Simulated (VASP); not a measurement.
Runs of VASP 6.6.1 on Cu2B. It takes space group Fd-3m (No. 227, cubic). Conventional cell: a = 6.567 Å, b = 6.567 Å, c = 6.567 Å, α = 90.00°, β = 90.00°, γ = 90.00°. Cu (site symmetry -3m) is surrounded by 6 Cu at 2.32 Å. Around B (site symmetry -43m) lie 12 Cu at 2.72 Å and 4 B at 2.84 Å. The cell was built by a generator and needn't be a form met in nature.

| task | level | potentials or basis | cell | k mesh | cutoff (eV) | smearing | gap on the mesh (eV) | pressure (GPa) | relaxed volume (Å³/atom) |
| --- | --- | --- | --- | --- | --- | --- | --- | --- | --- |
| relaxation of cell and atoms | PBE | VASP PAW PBE potentials, release 64 (Cu, B) | relaxed | 7 × 7 × 7 | 600 | methfessel-paxton 0.1 eV | none | 0.0 | (a) |
| single point | PBE | VASP PAW PBE potentials, release 64 (Cu, B) | as given | 7 × 7 × 7 | 520 | fermi-dirac 0.05 eV | none | 0.4 | - |
| band structure | LAK | VASP PAW PBE potentials, release 64 (Cu, B_h) | cell strained at random at fixed volume | 5 × 5 × 5 | 900 | methfessel-paxton 0.1 eV | - | 1.0 | - |
| relaxation of cell and atoms | RPBE | VASP PAW PBE potentials, release 64 (Cu, B) | relaxed | 7 × 7 × 7 | 600 | methfessel-paxton 0.1 eV | none | 0.0 | 12.21 |

Alike in all rows: no spin polarisation.

Question: Fill in the values left out.

Answer: (a) 11.84.

Caveats: the PAW data sets were made with another functional, which shifts forces and pressure a little (some runs).

A gap of «none» marks a metal or a gap under the smearing width.
